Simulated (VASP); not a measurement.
OSZICAR of a VASP run on MgO (rock salt):

OSZICAR:
```
       N       E                     dE             d eps       ncg     rms          rms(c)
DAV:   1     0.111868415722E+02    0.11187E+02   -0.47889E+03  1048   0.887E+02
DAV:   2    -0.131763286640E+02   -0.24363E+02   -0.23702E+02  1112   0.139E+02
DAV:   3    -0.134826684885E+02   -0.30634E+00   -0.30634E+00  1128   0.172E+01
DAV:   4    -0.134831184313E+02   -0.44994E-03   -0.44994E-03  1224   0.638E-01
DAV:   5    -0.134831190152E+02   -0.58394E-06   -0.58394E-06  1192   0.166E-02    0.662E+00
DAV:   6    -0.121651625287E+02    0.13180E+01   -0.85566E+00   896   0.205E+01    0.224E+00
DAV:   7    -0.121456499270E+02    0.19513E-01   -0.41435E-02   952   0.254E+00    0.129E+00
DAV:   8    -0.121377358235E+02    0.79141E-02   -0.23500E-02   904   0.235E+00    0.155E-01
DAV:   9    -0.121376301088E+02    0.10571E-03   -0.42622E-04  1328   0.181E-01    0.753E-02
DAV:  10    -0.121377159675E+02   -0.85859E-04   -0.12718E-04   936   0.121E-01    0.460E-03
DAV:  11    -0.121377163259E+02   -0.35836E-06   -0.55835E-07  1344   0.746E-03    0.271E-03
DAV:  12    -0.121377163643E+02   -0.38391E-07   -0.35754E-07   944   0.558E-03
   1 F= -.12137716E+02 E0= -.12137716E+02  d E =-.213581E-20
```

Task: Which electronic solver shows in the log?

Result: It is blocked Davidson (ALGO = Normal, or the opening steps of other solvers). The INCAR had ALGO = Normal.

Task: Can the final energy be trusted as converged?

Result: The run converged. It stopped with EDIFF = 1E-7, NELM = 100 (AM05 GGA, plane waves, VASP's PBE PAW potentials (set 64)).

The compound is MgO in the rock salt structure. It was relaxed first.
